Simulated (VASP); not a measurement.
Si3Bi2Te3:

```
Si Bi Te
1.0
     4.13607   -0.02779   -0.06701
    -2.09210    3.56479    0.03604
    -0.52123    0.02278   32.09801
Si Bi Te
6 4 6
Cartesian
  -0.0072 2.4388 0.3800
  -0.0323 2.2798 2.6942
  1.9864 3.5198 3.2351
  1.4789 1.3716 31.5494
  1.4572 1.3530 29.2967
  -0.5190 0.1222 28.6727
  1.7516 3.4989 12.5770
  -0.1775 2.3421 8.0538
  1.8516 1.1551 23.8387
  1.7219 3.4018 19.6069
  -0.2002 2.3344 14.5518
  1.9934 1.2389 10.2986
  -0.0592 0.1703 5.9883
  -0.4285 0.1022 26.2452
  1.8900 0.9820 17.5059
  -0.5303 2.4648 21.6558
```

The cell was built by a generator and needn't be a form met in nature.

- Program: VASP 6.6.1
- Task: relaxation of cell and atoms
- Functional: PBE
- Potentials or basis: VASP PAW PBE potentials, release 64 (Si, Bi_d, Te)
- Cutoff: 520 eV
- k mesh: 6 × 6 × 1
- Occupations: gaussian, width 0.15 eV
- Spin: no spin polarisation

At the start: pressure 0.2 GPa; volume 29.45 Å³/atom.

How do energy, volume and symmetry change on relaxing?

Over 30 steps the energy falls by 73.5 meV/atom and the volume is 29.15 Å³/atom (-1.0 %); space group P1 (No. 1, to 0.05 Å).

Step by step:
| step | energy change (eV) | largest force (eV/Å) | pressure (GPa) | volume (Å³) |
| --- | --- | --- | --- | --- |
| 1 | 0.0000 | 2.1857 | 0.23 | 471.27 |
| 2 | -0.7480 | 0.8430 | -0.90 | 474.00 |
| 3 | -0.7809 | 0.9297 | -1.07 | 474.71 |
| 4 | -0.9932 | 0.5560 | 0.73 | 461.36 |
| 5 | -0.9932 | 0.5641 | 0.81 | 461.11 |
| 6 | -1.0910 | 0.3616 | 0.19 | 467.01 |
| 7 | -1.0973 | 0.3820 | 0.01 | 468.82 |
| 8 | -1.1311 | 0.2061 | -0.37 | 470.41 |
| 9 | -1.1324 | 0.1893 | -0.45 | 470.80 |
| 10 | -1.1492 | 0.1820 | 0.18 | 465.20 |
| 11 | -1.1492 | 0.1816 | 0.19 | 465.21 |
| 12 | -1.1573 | 0.0993 | 0.13 | 465.96 |
| 13 | -1.1583 | 0.1083 | 0.11 | 466.27 |
| 14 | -1.1609 | 0.0711 | -0.15 | 468.14 |
| 15 | -1.1609 | 0.0800 | -0.15 | 468.03 |
| 16 | -1.1631 | 0.0620 | -0.08 | 467.41 |
| 17 | -1.1640 | 0.0856 | -0.03 | 466.84 |
| 18 | -1.1629 | 0.1428 | 0.10 | 465.71 |
| 19 | -1.1641 | 0.0996 | 0.03 | 466.58 |
| 20 | -1.1666 | 0.0828 | 0.04 | 466.46 |
| 21 | -1.1671 | 0.0800 | 0.06 | 466.38 |
| 22 | -1.1690 | 0.0570 | -0.09 | 467.32 |
| 23 | -1.1691 | 0.0611 | -0.11 | 467.46 |
| 24 | -1.1713 | 0.0617 | 0.00 | 466.30 |
| 25 | -1.1720 | 0.0592 | 0.05 | 465.52 |
| 26 | -1.1738 | 0.0366 | 0.09 | 465.52 |
| 27 | -1.1742 | 0.0636 | 0.10 | 465.53 |
| 28 | -1.1749 | 0.0532 | -0.06 | 466.75 |
| 29 | -1.1749 | 0.0502 | -0.07 | 466.57 |
| 30 | -1.1756 | 0.0281 | -0.04 | 466.33 |

Final structure:
```
CELL_PARAMETERS angstrom
4.11575 0.00112 -0.00931
-2.05694 3.55546 0.01941
-0.05823 0.13764 31.86310
ATOMIC_POSITIONS crystal
Si 0.33372 0.68309 0.00974
Si 0.33836 0.67661 0.08425
Si 0.00478 0.00800 0.10498
Si 0.66742 0.35202 0.98858
Si 0.66728 0.36815 0.91406
Si 0.00072 0.03580 0.89339
Bi 0.00520 0.99886 0.39368
Bi 0.33879 0.68071 0.25306
Bi 0.66985 0.31691 0.74546
Bi 0.99799 0.98316 0.60508
Te 0.33845 0.66236 0.45400
Te 0.67100 0.33790 0.31933
Te 0.00546 0.01505 0.18800
Te 0.00233 0.98871 0.81055
Te 0.66488 0.32199 0.54486
Te 0.33348 0.65452 0.67892
```
